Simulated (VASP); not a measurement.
Elastic constants (GPa) of a crystal from PBEsol GGA, VASP's PBE PAW potentials (set 64) in VASP:

|  | xx | yy | zz | yz | xz | xy |
|---|---|---|---|---|---|---|
| xx | 79.4 | 47.0 | 47.0 | 0.0 | 0.0 | 0.0 |
| yy | 47.0 | 79.4 | 47.0 | 0.0 | 0.0 | 0.0 |
| zz | 47.0 | 47.0 | 79.4 | 0.0 | 0.0 | 0.0 |
| yz | 0.0 | 0.0 | 0.0 | 4.6 | 0.0 | 0.0 |
| xz | 0.0 | 0.0 | 0.0 | 0.0 | 4.6 | 0.0 |
| xy | 0.0 | 0.0 | 0.0 | 0.0 | 0.0 | 4.6 |

Q: Work out the Voigt, Reuss and Hill moduli, Young's modulus and Poisson's ratio.

A: All eigenvalues are positive (smallest 4.6 GPa), so the crystal is stable. K_V = (C11+C22+C33+2(C12+C13+C23))/9 = (238.2 + 2×141.0)/9 = 57.8 GPa; G_V = (238.2 − 141.0 + 3×13.8)/15 = 9.2 GPa. From the compliances, K_R = 57.8 GPa and G_R = 6.4 GPa. Hill: K = 57.8 GPa, G = 7.8 GPa, E = 9KG/(3K+G) = 22.5 GPa, ν = (3K−2G)/(2(3K+G)) = 0.435. K/G = 7.37, above Pugh's 1.75; universal anisotropy A^U = 2.17.

Q: With a density of 5.92 g/cm³, what are the mean sound speeds?

A: v_l = √((K+4G/3)/ρ) = 3.40 km/s and v_t = √(G/ρ) = 1.15 km/s. The crystal is AgCl (rock salt), cubic.

The compound is AgCl in the rock salt structure. It was relaxed first, which changed the volume by -6 %.
